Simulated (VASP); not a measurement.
Here is the system:

```cif
data_Hg4Te4
_chemical_formula_sum 'Hg4 Te4'
_space_group_name_H-M_alt 'F-43m'
_space_group_IT_number 216
_space_group_name_Hall 'F -4 2 3'
_cell_length_a 6.65790
_cell_length_b 6.65790
_cell_length_c 6.65790
_cell_angle_alpha 90.000
_cell_angle_beta 90.000
_cell_angle_gamma 90.000
loop_
_atom_site_label
_atom_site_type_symbol
_atom_site_symmetry_multiplicity
_atom_site_Wyckoff_symbol
_atom_site_fract_x
_atom_site_fract_y
_atom_site_fract_z
_atom_site_occupancy
Hg1 Hg 4 a 0.00000 0.00000 0.00000 1
Te1 Te 4 d 0.75000 0.75000 0.75000 1
```
(The calculation used a cell of 2 atoms; values per cell refer to that cell.)

All values below come from PW91 GGA, VASP's PBE PAW potentials (set 64) (plane waves; VASP). Settings: 520 eV cut-off, 10×10×10 Γ-centred mesh, first-order Methfessel-Paxton smearing of 0.10 eV, potentials Hg Te.

**Question.** Give the energy at these volumes per atom, relative to the lowest: 34.66, 35.77, 36.87, 37.98, 39.08 Å³.

**Answer.** 16.6, 3.9, 0.0, 3.2, 12.5 meV/atom. A third-order Birch-Murnaghan fit gives B0 = 34.5 GPa and B0′ = 5.2.

Measured: bulk modulus 42.3 GPa (computed value off by -18.4 %), as given by Cormac Toher et al., Physical Review Materials (2017), arXiv:1611.05714; a 6.460 Å (computed value off by +3.1 %), as given by R. J. Cava et al., Journal of Materials Chemistry C (2013), arXiv:1302.1059. The calculation is for a static lattice, while the measured bulk modulus, a hold thermal and zero-point effects, which are part of the difference.

The compound is HgTe in the zinc blende structure. It was relaxed first, which changed the volume by +9 %.
